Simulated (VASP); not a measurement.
These are modified Becke-Johnson potential (mBJ), VASP's PBE PAW potentials (set 64) (plane waves; VASP) values and carry that method's errors.

VASP input:

### KPOINTS_OPT
```
k-points along high-symmetry lines
11
Line-mode
Reciprocal
  0.000000   0.000000   0.000000 ! GAMMA
  0.500000   0.000000   0.500000 ! X

  0.500000   0.000000   0.500000 ! X
  0.625000   0.250000   0.625000 ! U

  0.375000   0.375000   0.750000 ! K
  0.000000   0.000000   0.000000 ! GAMMA

  0.000000   0.000000   0.000000 ! GAMMA
  0.500000   0.500000   0.500000 ! L

  0.500000   0.500000   0.500000 ! L
  0.500000   0.250000   0.750000 ! W

  0.500000   0.250000   0.750000 ! W
  0.500000   0.000000   0.500000 ! X
```

### INCAR
```
! general
SYSTEM   =  KCl
PREC     =  Accurate
ENCUT    =  520   ! plane-wave cut-off (eV)
LREAL    =  F
LASPH    =  T   ! aspherical one-centre terms

! electronic loop
EDIFF    =  1E-6
NELM     =  200
ALGO     =  Normal
LMIXTAU  =  T

! smearing
ISMEAR   =  0   ! Gaussian
SIGMA    =  0.05   ! width (eV)

! functional
METAGGA  =  MBJ

! ions
ISIF     =  0

! output
LWAVE    =  F
LCHARG   =  F
```

POSCAR:
```
KCl
1
    0.0000000000     3.1910210739     3.1910210739
    3.1910210739     0.0000000000     3.1910210739
    3.1910210739     3.1910210739     0.0000000000
K Cl
1 1
Direct
  0.0000000000   0.0000000000   0.0000000000
  0.5000000000   0.5000000000   0.5000000000
```

File KPOINTS:
```
Regular mesh
0
G
 6 6 6
```

POTCAR, in this order: K_sv Cl (PBE.64 set). Program: vasp_std. Read from the step before: WAVECAR.

OSZICAR:
```
...
DAV: 162     0.957609204312E+02   -0.44451E+00   -0.13633E+00   444   0.226E+01    0.126E+01
DAV: 163     0.952185329357E+02   -0.54239E+00   -0.53200E-01   424   0.121E+01    0.120E+01
DAV: 164     0.952759593543E+02    0.57426E-01   -0.11321E+00   408   0.266E+01    0.841E+00
DAV: 165     0.953428357953E+02    0.66876E-01   -0.12528E+00   424   0.218E+01    0.126E+01
DAV: 166     0.953953484728E+02    0.52513E-01   -0.45159E-01   492   0.121E+01    0.108E+01
DAV: 167     0.954755215591E+02    0.80173E-01   -0.16250E-01   460   0.754E+00    0.995E+00
DAV: 168     0.958687561989E+02    0.39323E+00   -0.14721E+00   576   0.297E+01    0.625E+00
DAV: 169     0.965219924199E+02    0.65324E+00   -0.40401E+00   384   0.612E+01    0.921E+00
DAV: 170     0.970718981544E+02    0.54991E+00   -0.16606E+00   528   0.218E+01    0.439E+00
DAV: 171     0.972194971706E+02    0.14760E+00   -0.64991E-01   600   0.138E+01    0.614E+00
DAV: 172     0.979437662924E+02    0.72427E+00   -0.24508E+00   384   0.267E+01    0.122E+01
DAV: 173     0.984880836158E+02    0.54432E+00   -0.15333E+00   448   0.257E+01    0.147E+01
DAV: 174     0.988167691226E+02    0.32869E+00   -0.12480E+00   416   0.224E+01    0.173E+01
DAV: 175     0.990494887253E+02    0.23272E+00   -0.16330E+00   392   0.259E+01    0.174E+01
DAV: 176     0.985011484779E+02   -0.54834E+00   -0.10372E+00   384   0.174E+01    0.177E+01
DAV: 177     0.993608049860E+02    0.85966E+00   -0.16815E+00   384   0.233E+01    0.107E+01
DAV: 178     0.995579774738E+02    0.19717E+00   -0.15247E+00   416   0.338E+01    0.869E+00
DAV: 179     0.102335393447E+03    0.27774E+01   -0.83744E+00   460   0.541E+01    0.556E+00
DAV: 180     0.103257145109E+03    0.92175E+00   -0.28492E+00   424   0.333E+01    0.240E+00
DAV: 181     0.103361175326E+03    0.10403E+00   -0.13939E+00   472   0.199E+01    0.326E+00
DAV: 182     0.104885090355E+03    0.15239E+01   -0.62292E+00   384   0.545E+01    0.592E+00
DAV: 183     0.105441862900E+03    0.55677E+00   -0.48933E+00   448   0.456E+01    0.698E+00
DAV: 184     0.105747163303E+03    0.30530E+00   -0.88117E+00   412   0.564E+01    0.656E+00
DAV: 185     0.106077936235E+03    0.33077E+00   -0.41882E+00   384   0.387E+01    0.618E+00
DAV: 186     0.105784456121E+03   -0.29348E+00   -0.11651E+01   384   0.124E+02    0.692E+00
DAV: 187     0.105388637844E+03   -0.39582E+00   -0.32793E+00   384   0.307E+01    0.137E+01
DAV: 188     0.105722823411E+03    0.33419E+00   -0.52467E+01   384   0.614E+02    0.120E+01
DAV: 189     0.105148026153E+03   -0.57480E+00   -0.91661E+00   576   0.685E+01    0.110E+01
DAV: 190     0.105185772155E+03    0.37746E-01   -0.23403E+00   448   0.328E+01    0.829E+00
DAV: 191     0.105107414272E+03   -0.78358E-01   -0.29766E+00   420   0.309E+01    0.940E+00
DAV: 192     0.104840158236E+03   -0.26726E+00   -0.11808E+00   396   0.232E+01    0.819E+00
DAV: 193     0.105475105430E+03    0.63495E+00   -0.29896E+00   384   0.325E+01    0.821E+00
DAV: 194     0.105319775281E+03   -0.15533E+00   -0.54929E+00   384   0.121E+02    0.710E+00
DAV: 195     0.106047958966E+03    0.72818E+00   -0.82502E+00   384   0.787E+01    0.460E+00
DAV: 196     0.106298572903E+03    0.25061E+00   -0.49969E+00   576   0.511E+01    0.114E+00
DAV: 197     0.107690249337E+03    0.13917E+01   -0.13836E+01   384   0.843E+01    0.270E+00
DAV: 198     0.107576332171E+03   -0.11392E+00   -0.32761E+00   448   0.339E+01    0.585E+00
DAV: 199     0.107633273799E+03    0.56942E-01   -0.50023E+00   384   0.494E+01    0.616E+00
DAV: 200     0.108198539621E+03    0.56527E+00   -0.42286E+00   384   0.413E+01
   1 F= 0.10819854E+03 E0= 0.10819854E+03  d E =-.285698E-13
       N       E                     dE             ncg
       N       E                     dE             ncg
       N       E                     dE             ncg
       N       E                     dE             ncg
       N       E                     dE             ncg
```

**Question.** The electronic loop did not converge. What happens with NELM = 300, IMIX = 1, AMIX = 0.1?

**Answer.** The run did not converge; its last values are not results.
File OSZICAR:
```
...
DAV: 267     0.947055066482E+02    0.45081E+01   -0.28252E+01   448   0.430E+01    0.167E+02
DAV: 268    -0.348719980494E+01   -0.98193E+02   -0.10534E+03   440   0.645E+02    0.174E+02
DAV: 269     0.842375028375E+02    0.87725E+02   -0.73727E+02   384   0.247E+02    0.140E+02
DAV: 270     0.889087372293E+02    0.46712E+01   -0.29616E+02   416   0.103E+02    0.221E+02
DAV: 271     0.927572455350E+02    0.38485E+01   -0.92623E+01   436   0.863E+01    0.700E+01
DAV: 272     0.943032597413E+02    0.15460E+01   -0.30694E+01   384   0.301E+01    0.721E+01
DAV: 273     0.921725611545E+02   -0.21307E+01   -0.21675E+01   428   0.332E+01    0.742E+01
DAV: 274     0.933111588923E+02    0.11386E+01   -0.87026E+00   420   0.204E+01    0.109E+02
DAV: 275     0.932335013075E+02   -0.77658E-01   -0.30595E+01   408   0.648E+01    0.497E+01
DAV: 276     0.939330695934E+02    0.69957E+00   -0.16524E+01   428   0.441E+01    0.813E+01
DAV: 277    -0.169561281189E+03   -0.26349E+03   -0.27537E+03   456   0.116E+03    0.297E+02
DAV: 278     0.643516791771E+02    0.23391E+03   -0.14435E+03   384   0.293E+02    0.708E+01
DAV: 279     0.860141475228E+02    0.21662E+02   -0.71146E+02   596   0.153E+02    0.113E+02
DAV: 280    -0.119042281877E+04   -0.12764E+04   -0.16527E+04   532   0.526E+03    0.294E+02
DAV: 281     0.287840598688E+02    0.12192E+04   -0.29651E+03   528   0.394E+02    0.837E+01
DAV: 282     0.839047852918E+02    0.55121E+02   -0.13353E+03   520   0.184E+02    0.906E+01
DAV: 283     0.920073412862E+02    0.81026E+01   -0.20188E+02   464   0.123E+02    0.115E+02
DAV: 284     0.899216369988E+02   -0.20857E+01   -0.86752E+01   392   0.623E+01    0.148E+02
DAV: 285     0.876294744336E+02   -0.22922E+01   -0.95709E+01   432   0.800E+01    0.498E+01
DAV: 286     0.922693771609E+02    0.46399E+01   -0.29378E+01   440   0.360E+01    0.486E+01
DAV: 287     0.204818092341E+02   -0.71788E+02   -0.85203E+02   592   0.528E+02    0.121E+02
DAV: 288     0.835537768563E+02    0.63072E+02   -0.66975E+02   396   0.233E+02    0.457E+01
DAV: 289     0.849090636612E+02    0.13553E+01   -0.24791E+02   408   0.957E+01    0.108E+02
DAV: 290     0.930393830786E+02    0.81303E+01   -0.92011E+01   444   0.955E+01    0.735E+01
DAV: 291     0.937955069683E+02    0.75612E+00   -0.30596E+01   384   0.374E+01    0.832E+01
DAV: 292     0.898716680107E+02   -0.39238E+01   -0.25951E+01   428   0.452E+01    0.163E+02
DAV: 293     0.908355168098E+02    0.96385E+00   -0.90859E+01   408   0.912E+01    0.166E+02
DAV: 294     0.818158212998E+02   -0.90197E+01   -0.37924E+02   384   0.274E+02    0.240E+02
DAV: 295    -0.523603885416E+02   -0.13418E+03   -0.65423E+02   528   0.424E+02    0.197E+02
DAV: 296     0.639275761650E+02    0.11629E+03   -0.13103E+03   384   0.396E+02    0.606E+01
DAV: 297     0.916316642525E+02    0.27704E+02   -0.53772E+02   460   0.134E+02    0.168E+01
DAV: 298     0.904267157529E+02   -0.12049E+01   -0.10911E+02   452   0.742E+01    0.146E+02
DAV: 299    -0.504692039569E+03   -0.59512E+03   -0.82617E+03   536   0.270E+03    0.313E+02
DAV: 300     0.343651024227E+02    0.53906E+03   -0.24090E+03   384   0.378E+02
   1 F= 0.34365102E+02 E0= 0.34365566E+02  d E =-.926910E-03
       N       E                     dE             ncg
       N       E                     dE             ncg
       N       E                     dE             ncg
       N       E                     dE             ncg
       N       E                     dE             ncg
```

The compound is KCl in the rock salt structure. The cell's shape comes from a PBE relaxation.
